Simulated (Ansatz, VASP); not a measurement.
**Two plane-wave programs on Nb2B**

```
Nb B
1.0
     4.39712    0.00000    0.00000
    -2.19856    3.80802    0.00000
     0.00000    0.00000    2.67251
Nb B
2 1
Direct
  0.33333 0.66667 0.50000
  0.66667 0.33333 0.50000
  0.00000 0.00000 0.00000
```

Alike in both runs: task single point; functional PBE; k mesh 6 × 6 × 6; occupations gaussian, width 0.1 eV; collinear spin.

|  | VASP | Ansatz |
| --- | --- | --- |
| version | VASP 6.6.1 | Ansatz 0.2.0 |
| potentials or method | VASP PAW PBE potentials, release 64 (Nb_sv, B) | scalar-relativistic, plane waves, PAW |
| plane-wave cutoff (eV) | 520 | 420 |
| valence electrons in the cell | 29 | 29 |

```tsv
	VASP	Ansatz	Ansatz less VASP
gap on the k mesh at the Fermi level (eV)	none	none	-
pressure (GPa)	-0.1	0.0	+0.19
largest component of the traceless stress (GPa)	0.07	0.01	-0.064
net moment per atom (μB)	0.00	0.00	0.000
```

A gap of «none» marks a metal or a gap that the smearing closes. Ansatz warned: «seeded_moment_not_kept».

Caveats: the k mesh is coarse (spacing up to 0.39 Å⁻¹), so the values aren't converged.
